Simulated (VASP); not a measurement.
Wanted: the native input for a VASP 6.6.1 run.

```yaml
Task: single point
Functional: PBE
Potentials_or_basis: VASP PAW PBE potentials, release 64 (B, F, Si)
Cutoff: 520 eV
k_mesh: 1 × 1 × 1
Occupations: fermi-dirac, width 0.002 eV
Spin: no spin polarisation
Dipole_correction: no
Further_INCAR_settings: LREAL = Auto; ALGO = Normal; EDIFF = 1e-06; NBANDS = 103
```

The structure of SiBF7 lies in POSCAR:

```
SiBF7
1.0
    8.0824800000      0.0000000000      0.0000000000
    0.0000000000      8.0824800000      0.0000000000
    0.0000000000      0.0000000000      8.0824800000
B F Si
3 21 3
Direct
    0.7299121062      1.0142307807      0.5021354832
    0.6944650652      0.5446348151      0.5441646623
    0.2408542922      0.8002246835      0.3121690372
    0.7034969465      1.0086013204      0.6646722293
    0.8536612525      0.9271164296      0.4347799190
    0.6330111550      1.0844443785      0.3948787996
    0.7026308757      0.5941740654      0.3879007433
    0.7861077293      0.4168027635      0.5825068543
    0.5835956291      0.5935059536      0.6498871633
    0.3180583187      0.6597974879      0.3368891726
    0.0745563243      0.7745271253      0.3167344676
    0.3122061545      0.9415055775      0.2895274718
    0.4879195494      0.3516742386      0.1888405539
    0.1985034296      0.2399511041      0.0909003177
    0.3762459047      0.4299175501     -0.0938697034
    0.4518415140      0.1315932734     -0.0232106977
    0.2617513436      0.8871039582      0.9400332571
   -0.0362017599      0.9813819521      0.9177381200
    0.2141050767      1.1326102879      0.7492749750
    0.0940552900      0.8236952025      0.6845299957
    1.0839618533      0.5359988518     -0.0664028862
    0.7963273649      0.6405583435      0.0271575061
    0.8536859974      0.3464283240     -0.0782061941
    0.9337851748      0.4352995615      0.2062856945
    0.3813062327      0.3016029733      0.0405444863
    0.1304302640      0.9628975265      0.8099494215
    0.9171689877      0.4920519445      0.0247201354
```

The cell was built by a generator and needn't be a form met in nature.

These files were run (other wordings do the same):

INCAR

```
PREC = Accurate ; ENCUT = 520
EDIFF = 1E-6 ; ISMEAR = -1
SIGMA = 0.002 ; LREAL = Auto
LASPH = True ; NELM = 100
ALGO = Normal ; ISIF = 2
LWAVE = False ; LCHARG = False
GGA = PE ; NBANDS = 103
```

KPOINTS

```
regular mesh
0
Gamma
  1 1 1
```

Potentials or basis: VASP PAW PBE potentials, release 64 (B, F, Si).

Run with:

```sh
$ cat potpaw_PBE.64/B/POTCAR potpaw_PBE.64/F/POTCAR potpaw_PBE.64/Si/POTCAR > POTCAR
$ mpirun -np 1 vasp_gam > vasp.out
```

Results of the run:

```
Pressure               : 3.0 GPa
Largest force          : 4.283 eV/Å
Band gap on the k mesh : 7.06 eV, direct
```

It took 100 s on 1 thread of Intel(R) Xeon(R) Platinum 8488C (Sapphire Rapids) (shared host), peak memory 0.45 GiB.
